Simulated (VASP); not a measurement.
Data:

```
CELL_PARAMETERS angstrom
      3.52782     0.00000     0.00000
      0.00000     3.52782     0.00000
      0.00000     0.00000     3.52782
ATOMIC_POSITIONS crystal
  Si 0.00000 0.00000 0.00000
  Ni 0.00000 0.50000 0.50000
  Ni 0.50000 0.00000 0.50000
  Ni 0.50000 0.50000 0.00000
```

Calculation: PBE GGA, VASP's PBE PAW potentials (set 64) (plane waves; VASP 6.6.1). Run with 300 eV cut-off, 8×8×8 Γ-centred mesh, Gaussian smearing of 0.050 eV, potentials Si Ni.

At this cut-off the stress carries a Pulay error, which pulls relaxed volumes low.

Give the stress tensor in GPa (positive for a compressed cell).

```
-3.95   0.00   0.00
 0.00  -3.95   0.00
 0.00   0.00  -3.95
```
The pressure is its mean diagonal, -3.95 GPa.

The structure comes from a computed database's SiNi3 entry; how it stands against other phases isn't given here. The cell was not relaxed at this level. The run is not spin-polarised, so no magnetic state was tried.
